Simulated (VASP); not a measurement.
**GaN: stress against strain**

GaN (wurtzite, P6_3mc, 11.115 Å³/atom and stress up to 0.24 GPa in the relaxed cell, c along z) under an equal strain ε along x and y, with z held. LDA in VASP (plane waves, PAW), 600 eV, 12×12×6 Γ-centred mesh, Gaussian smearing 0.05 eV; ions are relaxed, or left where forces stay under 0.02 eV/Å, within the symmetry of each cell. Stress is positive for a compressed cell.

Here s stands for strain and y for stress xx.

| strain (%) | stress xx (GPa) |
|---|---|
| -1.50 | 7.76 |
| -1.00 | 4.96 |
| -0.50 | 2.28 |
| 0.00 | -0.24 |
| 0.50 | -2.75 |
| 1.00 | -5.10 |
| 1.50 | -7.33 |
| 3.00 | ? |

**Question.** Fit y against s with a straight line, and predict the withheld value at s = 3.00.

**Answer.** Means: s 0, y -0.060. About the means, the sum of products is -35.210 and the sum of squares of s is 7.0000; the slope is their ratio. Least squares gives y = -0.060 - 5.0300·s. Residuals (row less fit): 0.275, -0.010, -0.175, -0.180, -0.175, -0.010, 0.275; standard error 0.221 (degrees of freedom: 5). The slope gives the elastic constants C11 + C12 = 503 ± 8 GPa (± standard error of the fit, which holds the terms cut off). At the withheld row, y = -0.060 - 5.0300 × 3.0 = -15.150 GPa. The calculation gives -13.40 GPa, 1.750 GPa above the prediction (8.3 % of the range of y in the table). The row lies outside the fitted rows, so this is an extrapolation. From the scatter of the fitted rows alone, a prediction at this place has a standard error of 0.345 GPa, so the miss is 5.1 times that.

A polynomial of degree 2 through the 12 other runs of the series gives -13.36 there, so most of the miss is curvature that the fit leaves out. Rows are the converged runs of the series near zero and its far end; series whose fitted rows scatter by over a few per cent of the range, as at a crossing or softening among them, aren't shown in this form, nor equations of state whose B0' disagrees with the runs' pressures. Most that stay on the fit to the last digits aren't either.
